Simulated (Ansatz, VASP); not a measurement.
# Cross-check of RbTe2O6 (RbTe2O6 (Fd-3m)) between VASP and Ansatz, part 2 of 2

Aim: how closely do two programs agree when they are given the same cell, functional and k mesh? The cell is taken from a series of runs on this material, whose earlier steps may have relaxed, scaled, displaced or heated it; both programs get it as it stands.

VASP 6.6.1 and Ansatz 0.2.0.

So far: The starting structure; VASP: relaxation of cell and atoms, PBEsol.

## Step 3: Ansatz: relaxation of cell and atoms, PBEsol

Level of this step: Ansatz beside VASP: Kohn-Sham DFT, plane waves, PBEsol (Ansatz).

Ansatz runs on its PAW soft_1 files.

The same cell, functional, mesh and smearing now go to Ansatz.

input.yaml reads:

```yaml
crystal:
  lattice:
    - [0.0, 5.192033, 5.192033]
    - [5.192033, 0.0, 5.192033]
    - [5.192033, 5.192033, 0.0]
  atoms:
    - { symbol: Rb, position: [0.5, 0.5, 0.5] }
    - { symbol: Rb, position: [0.75, 0.75, 0.75] }
    - { symbol: Te, position: [0.125, 0.125, 0.625] }
    - { symbol: Te, position: [0.125, 0.625, 0.125] }
    - { symbol: Te, position: [0.125, 0.125, 0.125] }
    - { symbol: Te, position: [0.625, 0.125, 0.125] }
    - { symbol: O, position: [0.19314161, 0.80685839, 0.80685839] }
    - { symbol: O, position: [0.19314161, 0.19314161, 0.80685839] }
    - { symbol: O, position: [0.44314161, 0.05685839, 0.05685839] }
    - { symbol: O, position: [0.44314161, 0.44314161, 0.05685839] }
    - { symbol: O, position: [0.80685839, 0.19314161, 0.80685839] }
    - { symbol: O, position: [0.19314161, 0.80685839, 0.19314161] }
    - { symbol: O, position: [0.44314161, 0.05685839, 0.44314161] }
    - { symbol: O, position: [0.80685839, 0.80685839, 0.19314161] }
    - { symbol: O, position: [0.80685839, 0.19314161, 0.19314161] }
    - { symbol: O, position: [0.05685839, 0.44314161, 0.05685839] }
    - { symbol: O, position: [0.05685839, 0.44314161, 0.44314161] }
    - { symbol: O, position: [0.05685839, 0.05685839, 0.44314161] }
basis:
  ecutwfc: 420
  xc_grid: 2
hamiltonian:
  xc: pbesol
  pseudopotentials: { kind: paw, azcp: { folder: soft_1 }, xc_functional: pbe }
kpoints:
  mp_grid: { grid: [7, 7, 7] }
scf:
  occupations: { method: fermi_dirac, width: 0.05 }
  max_iter: 150
output:
  forces: true
  stress: true
relax:
  f_tol: 0.01
  max_steps: 60
  cell: {}
checkpoint:
  write: "../pbesol.run"
  compress: false
  write_wavefunctions: false
  write_every: 100000
```

Launch:

```bash
> ansatz run input.yaml --threads 4 --pin off --max-ram 7536MiB --backend cpu --events-out ev --progress --plain --runs-dir out
```

Numbers of over 12 decimals in the logs are rounded to 6 here.

The log of the run:

```text
Engine: ansatz 0.2.0, aarch64-unknown-linux-gnu
Pseudopotentials: kind: paw
Pseudopotential: Rb, paw, valence charge 9, recommended cutoff 420 eV (normal), soft_1/Rb.paw.azcp
Pseudopotential: Te, paw, valence charge 16, recommended cutoff 420 eV (normal), soft_1/Te.paw.azcp
Pseudopotential: O, paw, valence charge 6, recommended cutoff 420 eV (normal), soft_1/O.paw.azcp
Functional definition: PBEsol
  exchange = pbesol_x
  correlation = pbesol_c
Crystal: 18 atoms, lattice volume = 279.925 Å³
Basis set: ecut = 420 eV, 5577 PW (Γ), exchange–correlation on 100×100×100 points (8 copies of the dense FFT grid, shifted against one another)
Bands: 95, of which v1, the nominal top of the filled ones, is band 77 counted from 1 (76 counted from 0)
Symmetry: 48 space group operations
Space group: Fd-3m (ITA 227), of the structure as read, at distance tolerance 6.5e-5 Å
k-points: 20 of 343
Non-local potential: Rb, projectors of the file, l = 0: 3, l = 1: 2, l = 2: 2
Non-local potential: Te, projectors of the file, l = 0: 2, l = 1: 2, l = 2: 2, l = 3: 1
Non-local potential: O, projectors of the file, l = 0: 2, l = 1: 2, l = 2: 1
PAW form: soft (Blöchl's): semilocal exchange-correlation on the pseudo side does not see the compensation charge
PAW frozen core: Rb, regenerated for the run's functional, and the local potential with it (the file was generated under x = pbe(κ = 0.804, μ = 0.219515), c = pbe(β = 0.066725))
PAW frozen core: Te, regenerated for the run's functional, and the local potential with it (the file was generated under x = pbe(κ = 0.804, μ = 0.219515), c = pbe(β = 0.066725))
PAW frozen core: O, regenerated for the run's functional, and the local potential with it (the file was generated under x = pbe(κ = 0.804, μ = 0.219515), c = pbe(β = 0.066725))
PAW one-centre angular grid: Rb, 110 points (default); XC on 64 Gauss nodes
PAW one-centre angular grid: Te, 590 points (default); XC on 64 Gauss nodes
PAW one-centre angular grid: O, 110 points (default); XC on 64 Gauss nodes
Initial density: superposition of atomic densities (chi_scale 0.1, normalization cell, long waves kept (reshape's long-wave potential 0.07 eV rms))
Initial wavefunctions: pseudopotential atomic-orbital guess
Functional: x = pbesol(κ = 0.804, μ = 0.123457), c = pbesol(β = 0.046)
SCF iter   1: F=—  HF=-40766.855549 eV  |F-HF|=—  |Δ(HF+E_count)|=         —  Δρ=6.26e-2  dr2=1.43e1  ethr=3.10e-3  ⟨swp⟩=6.2  Hψ=8398  notcnv=0  defer=64
preconditioner: auto → Resta (q_TF=auto, 2.470 Å⁻¹)  ε∞=3.8  [insulator: Δε(μ)=0.248 eV  Ē_g=13.883 eV  σ=0.050 eV  W_gap=0.67  n_scr=64 (ndim 8)  ℏωp=23.3 eV  f_vac=0.067  D(μ)=1.05/eV (n_scr^D=0)  ε∞_Penn≈3.8]
SCF iter   2: F=—  HF=-40763.389746 eV  |F-HF|=—  |Δ(HF+E_count)|=    3.47e0  Δρ=3.23e-2  dr2=3.82e0  ethr=3.10e-3  ⟨swp⟩=3.0  Hψ=3875  notcnv=0  defer=175
SCF iter   3: F=—  HF=-40762.124844 eV  |F-HF|=—  |Δ(HF+E_count)|=    1.26e0  Δρ=1.25e-2  dr2=5.94e-1  ethr=2.48e-3  ⟨swp⟩=3.5  Hψ=4670  notcnv=0  defer=208
SCF iter   4: F=—  HF=-40761.949119 eV  |F-HF|=—  |Δ(HF+E_count)|=   1.76e-1  Δρ=3.79e-3  dr2=5.78e-2  ethr=3.86e-4  ⟨swp⟩=3.9  Hψ=3383  notcnv=0  defer=207
SCF iter   5: F=—  HF=-40761.937170 eV  |F-HF|=—  |Δ(HF+E_count)|=   1.19e-2  Δρ=6.44e-4  dr2=1.70e-3  ethr=3.75e-5  ⟨swp⟩=2.9  Hψ=3023  notcnv=0  defer=207
SCF iter   6: F=—  HF=-40761.937819 eV  |F-HF|=—  |Δ(HF+E_count)|=   6.49e-4  Δρ=1.93e-4  dr2=1.06e-4  ethr=1.10e-6  ⟨swp⟩=2.5  Hψ=3306  notcnv=0  defer=198
SCF iter   7: F=—  HF=-40761.937898 eV  |F-HF|=—  |Δ(HF+E_count)|=   7.90e-5  Δρ=4.84e-5  dr2=7.14e-6  ethr=6.89e-8  ⟨swp⟩=2.0  Hψ=3243  notcnv=0  defer=198
SCF iter   8: F=—  HF=-40761.937776 eV  |F-HF|=—  |Δ(HF+E_count)|=   1.22e-4  Δρ=1.25e-5  dr2=5.78e-7  ethr=4.64e-9  ⟨swp⟩=2.3  Hψ=3054  notcnv=0  defer=196
SCF iter   9: F=-40761.937778 eV  HF=-40761.937778 eV  |F-HF|=1.69e-7  |Δ(HF+E_count)|=   2.50e-6  Δρ=3.67e-6  dr2=6.21e-8  ethr=6.49e-11  ⟨swp⟩=5.1  Hψ=7263  notcnv=0
SCF 1 converged in 9 iterations: F = -40761.937778 eV  dr2 = 6.21e-8
  greatest PAW one-centre occupation: 1.000 electrons in one spin orbital (limit 2), on the Te atom at site 2 (counted from 0), in its partial waves of l = 2
relax step   1: F+E_penalty+E_count = -40761.93777834 eV  Δ(F+E_penalty+E_count) = +0.000e0 eV  max|allowed force component| = 2.736e-1 eV/Å  Δτ_max = 0.0000 Å  P = +2.081 GPa  Ω = 279.925 Å³  (9 SCF iters, dr2 threshold 1.00e-7 eV, accepted)
[...]
relax step   3: F+E_penalty+E_count = -40761.97825684 eV  Δ(F+E_penalty+E_count) = +1.999e-3 eV  max|allowed force component| = 1.016e-2 eV/Å  Δτ_max = 0.0016 Å  P = -0.218 GPa  Ω = 283.278 Å³  energy of the carried Pulay correction = -7.475e-3 eV  (5 SCF iters, dr2 threshold 1.21e-6 eV, accepted)
[...]
relax step   4: F+E_penalty+E_count = -40761.98025690 eV  Δ(F+E_penalty+E_count) = -2.000e-3 eV  max|allowed force component| = 1.353e-3 eV/Å  Δτ_max = 0.0022 Å  P = -0.004 GPa  Ω = 282.631 Å³  energy of the carried Pulay correction = -6.039e-3 eV  (5 SCF iters, dr2 threshold 1.19e-7 eV, accepted)
[...]
relax step   5: F+E_penalty+E_count = -40761.98659809 eV  Δ(F+E_penalty+E_count) = -6.341e-3 eV  max|allowed force component| = 1.377e-3 eV/Å  Δτ_max = 0.0000 Å  P = +0.032 GPa  Ω = 282.631 Å³  stress off target by 3.20e-2 GPa  SCF on the basis re-selected at this cell (its energy is not comparable with the rows above)  (6 SCF iters)
basis re-selected at this cell: Δ(F+E_penalty+E_count) = -6.341e-3 eV, ΔP = +0.036 GPa vs the last step (what re-selecting the basis moved, of the pressure what is left beyond the Pulay correction that the steps carried, after the strain that the cell walked since its last selection, with what the two solves' SCF thresholds leave and, on support functions, any second-order correction that the steps lacked; it is no m [...]
SCF converged after 6 iterations
Free energy (F): -40761.986598 eV
Harris-Foulkes:  -40761.986598 eV  (|F-HF|=4.37e-11)
Internal energy: -40761.978383 eV  (E = F + TS)
E sigma→0 (E₀):  -40761.982491 eV
Entropy (-TS):   -0.008215 eV (-0.456 meV/atom)
Fermi energy:    8.000110 eV
--- Per-component energies (eV) ---
  E_band       = -1445.027975
  E_kinetic    = 3084.321336
  E_local      = -15380.234321  (includes V_loc(G=0)·N_el)
  E_nonlocal   = 1273.639596
  E_hartree    = 6753.699054
  E_xc         = -1583.999112
  E_vxc        = -1759.183873  (∫ρ·V_xc dr)
  E_paw        = -25398.228690  (= ΣΔE_a)
  E_vpaw       = -2170.978352  (= ΣTr[D̂ρ^β])
  E_aug_tail   = 0.009581  (compensation charges beyond the density's cutoff)
  E_ewald      = -9513.355869
  E_core_change = 2.170042  (= ΣΔE_core)
  E_smearing   = -0.008215  (= −TS)
  E_closure    = 0.000000  (closes the sum)
  Σ components = -40761.986598   (vs F -40761.986598, Δ=0.00e0)
--- Forces (eV/Å), atoms counted from 1 ---
  atom   1  Rb    -0.00000000     0.00000000     0.00000000
  atom   2  Rb     0.00000000    -0.00000000    -0.00000000
  atom   3  Te    -0.00000000     0.00000000     0.00000000
  atom   4  Te    -0.00000000     0.00000000     0.00000000
  atom   5  Te    -0.00000000     0.00000000     0.00000000
  atom   6  Te    -0.00000000     0.00000000     0.00000000
  atom   7  O      0.00137705     0.00000000    -0.00000000
  atom   8  O      0.00000000     0.00000000    -0.00137705
  atom   9  O      0.00137705     0.00000000    -0.00000000
  atom  10  O     -0.00000000    -0.00000000    -0.00137705
  atom  11  O     -0.00000000     0.00137705     0.00000000
  atom  12  O      0.00000000    -0.00137705     0.00000000
  atom  13  O      0.00000000    -0.00137705    -0.00000000
  atom  14  O     -0.00000000    -0.00000000     0.00137705
  atom  15  O     -0.00137705    -0.00000000     0.00000000
  atom  16  O     -0.00000000     0.00137705    -0.00000000
  atom  17  O     -0.00137705    -0.00000000     0.00000000
  atom  18  O      0.00000000    -0.00000000     0.00137705
  max |Σ_I F_I| component: 2.28e-17 eV/Å
--- Stress (GPa, compression-positive) ---
        0.032005       0.000000       0.000000
        0.000000       0.032005       0.000000
        0.000000       0.000000       0.032005
  P = ⅓ Tr σ = 0.0320 GPa (0.320 kbar)
--- Relaxed structure (4 steps of the walk, 4 accepted, 1 SCFs on fresh bases) ---
  F+E_penalty+E_count = -40761.98659809 eV   max|allowed force component| = 1.377e-3 eV/Å   (the final SCF, on the basis selected at the relaxed cell)
  cell:  # Å, volume = 282.6305 Å³
    - [0, 5.208704, 5.208704]
    - [5.208704, 0, 5.208704]
    - [5.208704, 5.208704, 0]
  atoms:
    - { symbol: Rb, position: [0.5, 0.5, 0.5] }
    - { symbol: Rb, position: [0.75, 0.75, 0.75] }
    - { symbol: Te, position: [0.125, 0.125, 0.625000] }
    - { symbol: Te, position: [0.125, 0.625000, 0.125000] }
    - { symbol: Te, position: [0.125, 0.125, 0.125] }
    - { symbol: Te, position: [0.625000, 0.125, 0.125000] }
    - { symbol: O, position: [0.194995, 0.805005, 0.805005] }
    - { symbol: O, position: [0.194995, 0.194995, 0.805005] }
    - { symbol: O, position: [0.444995, 0.055005, 0.055005] }
    - { symbol: O, position: [0.444995, 0.444995, 0.055005] }
    - { symbol: O, position: [0.805005, 0.194995, 0.805005] }
    - { symbol: O, position: [0.194995, 0.805005, 0.194995] }
    - { symbol: O, position: [0.444995, 0.055005, 0.444995] }
    - { symbol: O, position: [0.805005, 0.805005, 0.194995] }
    - { symbol: O, position: [0.805005, 0.194995, 0.194995] }
    - { symbol: O, position: [0.055005, 0.444995, 0.055005] }
    - { symbol: O, position: [0.055005, 0.444995, 0.444995] }
    - { symbol: O, position: [0.055005, 0.055005, 0.444995] }
```

## Step 4: Comparison

Known differences besides the potentials themselves: the data sets hold 154 valence electrons in Ansatz (on its PAW soft_1 files) and 114 in VASP; the cutoff is 420 eV in Ansatz and 600 eV in VASP; Ansatz makes its cores anew for this functional, VASP keeps those of its PBE data sets; Ansatz adds a Pulay correction to the stress that steers its cell, VASP none. Total energies have different zeros and are not compared.

Both answers:

```tsv
quantity	Ansatz	VASP	difference
volume (Å³)	282.63	282.64	+0.00 %
edge a after relaxation, in the typed setting (Å)	7.366	7.366	+0.00 %
```

## Step 5: Summary of results

| Property | Result |
| --- | --- |
| difference in volume (relaxation of cell and atoms, PBEsol) | -0.0023 % |

The difference in volume is -0.0023 % (relaxation of cell and atoms, PBEsol), within the 1.2 % picked in this series as the mark of a large difference, as far as the stopping tolerances let one tell. The data sets hold unlike numbers of valence electrons (154 in Ansatz and 114 in VASP), so part of the differences comes from the potentials. How closely two codes agree says nothing of how well the functional describes the real material.

[Lines on the potential files, build, host, timing and source positions are cut from VASP's logs without a mark.]

[Logs are printed without paths, hosts, clocks, repeated set-up lines and the standing remarks that a program may print on its own settings, such as how far it seeks lower states.]

[Hosts, paths, dates, database ids (printed as entryN), source tags and the programs' standing remarks are cut or masked in the printed files.]
